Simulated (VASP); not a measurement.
Input:

```xyz
3
Lattice="1.5494 -2.6836 0.0000 1.5494 2.6836 0.0000 0.0000 0.0000 3.4464" Properties=species:S:1:pos:R:3 pbc="T T T"
Zr     0.0000     0.0000     0.0000
B      1.5494     0.8945     1.7232
B      1.5494    -0.8945     1.7232
```

Level of theory: LDA (Ceperley-Alder, Perdew-Zunger), VASP's LDA PAW potentials (set 64) (plane waves; VASP). Run with 620 eV cut-off, 11×11×9 Γ-centred mesh, first-order Methfessel-Paxton smearing of 0.10 eV, potentials Zr_sv B.

Energy and stress use the plane-wave basis of the starting cell.

The ions, cell shape and volume at an external pressure of 20.0 GPa are relaxed. Give the cell that the relaxation ends in.

```xyz
3
Lattice="1.5343 -2.6574 0.0000 1.5343 2.6574 0.0000 0.0000 0.0000 3.4086" Properties=species:S:1:pos:R:3 pbc="T T T"
Zr     3.0685     0.0000     0.0000
B      1.5343     0.8858     1.7043
B      1.5343    -0.8858     1.7043
```
Space group P6/mmm (191), at a tolerance of 0.03 Å.

How do energy and volume change from the first to the last step?

The energy (σ→0) changes by +26.6 meV/atom and the volume by -3.0 %, in 6 ionic steps.

| step | E(σ→0) (eV) | max force (eV/Å) | pressure (GPa) | volume (Å³) |
|---|---|---|---|---|
| 1 | -27.4545 | 0.000 | 10.06 | 28.66 |
| 2 | -27.0906 | 0.000 | 40.78 | 26.27 |
| 3 | -27.3743 | 0.000 | 19.82 | 27.79 |
| 4 | -27.3722 | 0.000 | 19.98 | 27.78 |
| 5 | -27.3700 | 0.000 | 20.18 | 27.76 |
| 6 | -27.3746 | 0.000 | 19.78 | 27.80 |

The compound is ZrB2 in the AlB2 type structure. This run relaxes it under an external pressure of 20 GPa. Symmetry was kept, so distortions that lower it aren't found.
